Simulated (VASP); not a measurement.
Data:

```
TiP
1.0
    0.00000     2.85485     2.85485
    2.85485     0.00000     2.85485
    2.85485     2.85485     0.00000
P Ti
1 1
Direct
  0.25000   0.25000   0.25000
  0.00000   0.00000   0.00000
```

All values below come from PBE GGA, VASP's PBE PAW potentials (set 64) (plane waves; VASP 6.6.1). Numerical set-up: 300 eV cut-off, 5×5×5 Γ-centred mesh, Gaussian smearing of 0.20 eV, potentials P Ti_sv.

At this cut-off the stress carries a Pulay error, which pulls relaxed volumes low.

Problem. Give the stress tensor in GPa (positive for a compressed cell).

Solution. 
```
-6.28   0.00   0.00
 0.00  -6.28   0.00
 0.00   0.00  -6.28
```
The pressure is its mean diagonal, -6.28 GPa.

The structure was generated: TiP was put into an ordered model structure, which need not be its known phase. The cell was not relaxed at this level. The k-mesh is coarse (spacing up to 0.38 per Å, 2π included), so the numbers may not be converged in it. The electron count is odd and the run is not spin-polarised, which forces a metal.
